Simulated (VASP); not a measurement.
Data:

```
ZrSe2
1.0
    3.79970     0.00000     0.00000
   -1.89985     3.29064     0.00000
    0.00000     0.00000    21.07990
Se Zr
2 1
Direct
  0.66667   0.33333   0.42477
  0.33333   0.66667   0.57523
  0.00000   0.00000   0.50000
```

All values below come from PBE GGA, VASP's PBE PAW potentials (set 64) (plane waves; VASP 6.6.1). Run with PREC = Normal, 400 eV cut-off, 12×12×1 Γ-centred mesh, Gaussian smearing of 0.050 eV, potentials Se Zr_sv.

**Question.** What does the run give for the energy per atom (σ→0), band gap (on the k-mesh) with the smallest direct gap where there is one?

**Answer.** 
```
Item                                          Value
-----------------------------------  --------------
band gap (on the k-mesh)                    0.49 eV
smallest direct gap (on the k-mesh)         1.13 eV
energy per atom (σ→0)                -6531 meV/atom
```

The cell is a sheet with vacuum, built from ZrSe2 (1T layered).
